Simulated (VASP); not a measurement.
**AgOsW3: single point with PBE**

The system is AgOsW3.

```
CELL_PARAMETERS angstrom
4.27063 0.00000 0.00000
0.00000 4.27063 0.00000
0.00000 0.00000 4.27063
ATOMIC_POSITIONS crystal
Ag 0.00000 0.00000 0.00000
Os 0.50000 0.50000 0.50000
W 0.00000 0.50000 0.50000
W 0.50000 0.00000 0.50000
W 0.50000 0.50000 0.00000
```

The cell was built by a generator and needn't be a form met in nature.

The cell isn't the ideal one: species swapped into the EuBPd3 type (Pm-3m, No. 221).

```yaml
Program: VASP 6.6.1
Task: single point
Functional: PBE
Potentials_or_basis: VASP PAW PBE potentials, release 64 (Ag, Os, W_sv)
Cutoff: 520 eV
k_mesh: 4 × 4 × 4
Occupations: gaussian, width 0.1 eV
Spin: no spin polarisation
Dipole_correction: no
Further_INCAR_settings: ALGO = Normal; EDIFF = 1e-06; NBANDS = 38
```

```
Pressure               : 106.4 GPa
Band gap on the k mesh : none (metal or under the smearing width)
```

Levels at points of the mesh, in eV from the Fermi level:
| k point | band 28 | band 29 | band 30 | band 31 | band 32 | band 33 |
| --- | --- | --- | --- | --- | --- | --- |
| (0.00, 0.00, 0.00) | 1.01 | 1.01 | 1.07 | 1.07 | 1.07 | 3.07 |
| (0.50, 0.00, 0.00) | -0.79 | -0.59 | -0.59 | -0.06 | 0.47 | 0.64 |
| (0.50, 0.50, 0.00) | -2.31 | -2.31 | -1.64 | -0.19 | 0.05 | 0.05 |
| (0.50, 0.50, 0.50) | -1.98 | -1.98 | -0.90 | 0.48 | 0.48 | 0.48 |

Wall time 13 s on 1 thread of Intel(R) Xeon(R) 6975P-C (Granite Rapids), with other jobs on the host, peak memory 0.19 GiB.

Caveat: the k mesh is coarse (spacing up to 0.37 Å⁻¹), so the values aren't converged; a pressure of tens of GPa on the cell as given is suspect, and the run, the potentials or the cell itself is likely at fault. Spin-orbit coupling is left out, which matters for the levels of Os, W.
